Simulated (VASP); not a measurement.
The input files of a VASP run:

### POSCAR
```
Ir
1
    0.0000000000     1.9584000000     1.9584000000
    1.9584000000     0.0000000000     1.9584000000
    1.9584000000     1.9584000000     0.0000000000
Ir
1
Direct
  0.0000000000   0.0000000000   0.0000000000
```

### INCAR
```
ALGO = Normal
EDIFF = 1E-2
ENCUT = 400
GGA = PE
ISIF = 2
ISMEAR = 1
LASPH = T
LCHARG = F
LMAXMIX = 6
LREAL = F
LWAVE = F
NELM = 100
PREC = Accurate
SIGMA = 0.1
SYSTEM = Ir
```

File KPOINTS:
```
Automatic mesh
0
Gamma
14 14 14
0 0 0
```

POTCAR, in this order: Ir (PBE.64 set). Program: vasp_std.

Task: Translate this PBE calculation to Ansatz.

Result: One equivalent input (not run):
Ansatz 0.2 input:
```yaml
crystal:
  lattice:
    - [0.0000000, 1.9584000, 1.9584000]
    - [1.9584000, 0.0000000, 1.9584000]
    - [1.9584000, 1.9584000, 0.0000000]
  atoms:
    - { symbol: Ir, position: [0.0000000, 0.0000000, 0.0000000] }
kpoints:
  mp_grid: { grid: [14, 14, 14] }
hamiltonian:
  xc: pbe
  pseudopotentials: { kind: paw }
scf:
  occupations: { method: methfessel_paxton, width: 0.1 }
  max_iter: 100
output: { forces: true, stress: true, eigenvalues: true }
```
What does not carry over: each code has its own PAW files, so the cut-off isn't converted (ENCUT is set for VASP's; basis.ecutwfc is left out, and Ansatz then takes the one that its files recommend); Ansatz stops its SCF on the density residual and VASP on the energy change (EDIFF).

The compound is Ir in the fcc structure. The cell was not relaxed at this level. The run is one of a series of settings (EDIFF = 1E-2 against the base run), some of them coarse on purpose.
